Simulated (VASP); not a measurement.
Output of a VASP run:

File OSZICAR:
```
...
DAV:   5    -0.386773418411E+02   -0.20713E+00   -0.20687E+00  2117   0.892E+00    0.108E+01
DAV:   6    -0.372779075553E+02    0.13994E+01   -0.30653E+00  1941   0.195E+01    0.603E+00
DAV:   7    -0.371638234422E+02    0.11408E+00   -0.13440E+00  2120   0.570E+00    0.208E+00
DAV:   8    -0.371497072108E+02    0.14116E-01   -0.21184E-01  1870   0.431E+00    0.932E-01
DAV:   9    -0.371477215560E+02    0.19857E-02   -0.24461E-02  1928   0.195E+00    0.393E-01
DAV:  10    -0.371481636292E+02   -0.44207E-03   -0.23755E-03  1875   0.419E-01    0.215E-01
DAV:  11    -0.371482958767E+02   -0.13225E-03   -0.74108E-04  1992   0.209E-01    0.102E-01
DAV:  12    -0.371482842326E+02    0.11644E-04   -0.87001E-05  1961   0.935E-02    0.370E-02
DAV:  13    -0.371482876511E+02   -0.34185E-05   -0.16289E-05  1608   0.180E-02    0.201E-02
DAV:  14    -0.371482878317E+02   -0.18059E-06   -0.11922E-06   985   0.158E-02
   1 F= -.37148288E+02 E0= -.37148288E+02  d E =-.371483E+02
       N       E                     dE             d eps       ncg     rms          rms(c)
DAV:   1    -0.371489437430E+02   -0.65609E-03   -0.91797E-02  1618   0.143E+00    0.189E-01
DAV:   2    -0.371489502826E+02   -0.65397E-05   -0.48710E-03  2160   0.584E-01    0.967E-02
DAV:   3    -0.371487927896E+02    0.15749E-03   -0.22807E-04  2176   0.116E-01    0.529E-02
DAV:   4    -0.371487379416E+02    0.54848E-04   -0.75410E-05  2061   0.882E-02    0.130E-02
DAV:   5    -0.371487389622E+02   -0.10206E-05   -0.28247E-05  1818   0.371E-02    0.113E-02
DAV:   6    -0.371487389147E+02    0.47507E-07   -0.11271E-06   909   0.909E-03
   2 F= -.37148739E+02 E0= -.37148739E+02  d E =-.451083E-03
       N       E                     dE             d eps       ncg     rms          rms(c)
DAV:   1    -0.371489906855E+02   -0.25172E-03   -0.55153E-02  1613   0.111E+00    0.146E-01
DAV:   2    -0.371489946672E+02   -0.39817E-05   -0.29305E-03  2165   0.453E-01    0.743E-02
DAV:   3    -0.371488998308E+02    0.94836E-04   -0.13735E-04  2189   0.893E-02    0.409E-02
DAV:   4    -0.371488669258E+02    0.32905E-04   -0.45152E-05  2023   0.680E-02    0.103E-02
DAV:   5    -0.371488674955E+02   -0.56964E-06   -0.16989E-05  1812   0.288E-02    0.885E-03
DAV:   6    -0.371488674512E+02    0.44267E-07   -0.70027E-07   887   0.723E-03
   3 F= -.37148867E+02 E0= -.37148867E+02  d E =-.579620E-03
       N       E                     dE             d eps       ncg     rms          rms(c)
DAV:   1    -0.371488737018E+02   -0.62063E-05   -0.14903E-03  1610   0.182E-01    0.240E-02
DAV:   2    -0.371488738431E+02   -0.14123E-06   -0.79130E-05  2157   0.740E-02    0.119E-02
DAV:   3    -0.371488710761E+02    0.27670E-05   -0.22818E-06  1085   0.146E-02    0.644E-03
DAV:   4    -0.371488701933E+02    0.88276E-06   -0.35572E-06  1414   0.120E-02
   4 F= -.37148870E+02 E0= -.37148870E+02  d E =-.582362E-03
       N       E                     dE             d eps       ncg     rms          rms(c)
DAV:   1    -0.371491402466E+02   -0.26917E-03   -0.35765E-02  1767   0.107E+00    0.138E-01
DAV:   2    -0.371490450154E+02    0.95231E-04   -0.18590E-03  2159   0.410E-01    0.667E-02
DAV:   3    -0.371489578656E+02    0.87150E-04   -0.13957E-04  2055   0.116E-01    0.332E-02
DAV:   4    -0.371489421397E+02    0.15726E-04   -0.42652E-05  2048   0.527E-02    0.127E-02
DAV:   5    -0.371489426554E+02   -0.51567E-06   -0.83890E-06  1610   0.230E-02
   5 F= -.37148943E+02 E0= -.37148943E+02  d E =-.724621E-04
```

File OUTCAR:
```
------------------------ aborting loop because EDIFF is reached ----------------------------------------
  FORCE on cell =-STRESS in cart. coord.  units (eV):
  Direction    XX          YY          ZZ          XY          YZ          ZX
  --------------------------------------------------------------------------------------
  Total        0.0119020      0.0119020      0.0359699     -0.0400841      0.0000000      0.0000000
  in kB        0.0993212      0.0993212      0.3001663     -0.3344988      0.0000000      0.0000000
  external PRESSURE =       0.1662696 kB  Pullay stress =       0.0000000 kB
  volume of cell :      191.99
      direct lattice vectors                 reciprocal lattice vectors
    -0.001816281  5.766127375  5.774570108    -0.086686006  0.086686006  0.086586532
     5.766127375 -0.001816281  5.774570108     0.086686006 -0.086686006  0.086586532
     2.882155547  2.882155547 -0.000000000     0.173481268  0.173481268 -0.173173064
 POSITION                                       TOTAL-FORCE (eV/Angst)
 -----------------------------------------------------------------------------------
      5.76431      5.76431     11.54043         0.000000     -0.000000      0.010624
      5.76927      8.64151      8.66287        -0.005014      0.005014      0.003438
      8.64151      5.76927      8.66287         0.005014     -0.005014      0.003438
      1.44108      1.44108      1.44390         0.000000      0.000000     -0.007356
      4.26161      1.50270      4.39397        -0.002994      0.002994     -0.001715
      1.50270      4.26161      4.39397         0.002994     -0.002994     -0.001715
      4.32323      4.32323      7.10103         0.000000      0.000000     -0.006975
      2.88216      2.88216      5.77210         0.000000     -0.000000      0.000262
 -----------------------------------------------------------------------------------
    total drift:                                0.000037      0.000037      0.000393
  FREE ENERGIE OF THE ION-ELECTRON SYSTEM (eV)
  ---------------------------------------------------
  free  energy   TOTEN  =       -37.1489426554 eV

  energy  without entropy=      -37.1489426554  energy(sigma->0) =      -37.14894266

 reached required accuracy - stopping structural energy minimisation
```
(Selected blocks of OUTCAR.)

File POSCAR:
```
GaIn3P4
1
    0.0026128797     5.7730983153     5.7616383410
    5.7730983153     0.0026128797     5.7616383410
    2.8878555975     2.8878555975     0.0000000000
In P Ga
3 4 1
Direct
  0.9996715637   0.9996715637   0.0006568726
  0.9996850699   0.5007041136   0.9996108165
  0.5007041136   0.9996850699   0.9996108165
  0.1247516433   0.1247516433   0.2504967135
  0.1412490644   0.6197128541   0.2390380815
  0.6197128541   0.1412490644   0.2390380815
  0.6146498535   0.6146498535   0.2707002931
  0.4995758376   0.4995758376   0.0008483248
```

Task: Write an INCAR and KPOINTS that could have produced this output.

Result: This is not unique; one that fits is the input of the run itself, PBEsol GGA, plane waves, VASP's PBE PAW potentials (set 64).

### INCAR
```
ALGO  =  Normal
EDIFF  =  1E-6
EDIFFG  =  -0.02
ENCUT  =  400
GGA  =  PS
IBRION  =  2
ISIF  =  3
ISMEAR  =  0
LASPH  =  .TRUE.
LCHARG  =  .FALSE.
LMAXMIX  =  4
LREAL  =  .FALSE.
LWAVE  =  .FALSE.
NELM  =  100
NSW  =  60
PREC  =  Accurate
SIGMA  =  0.05
SYSTEM  =  GaIn3P4
```

**KPOINTS**
```
Regular mesh
0
gamma
  3 3 6
```

POTCAR, in this order: In_d P Ga_d (PBE.64 set). Program: vasp_std.

The structure was generated: GaIn3P4 was put into an ordered model structure (Amm2), which need not be its known phase. This run relaxes it. Symmetry was kept, so distortions that lower it aren't found. The start is the result of an earlier pass.
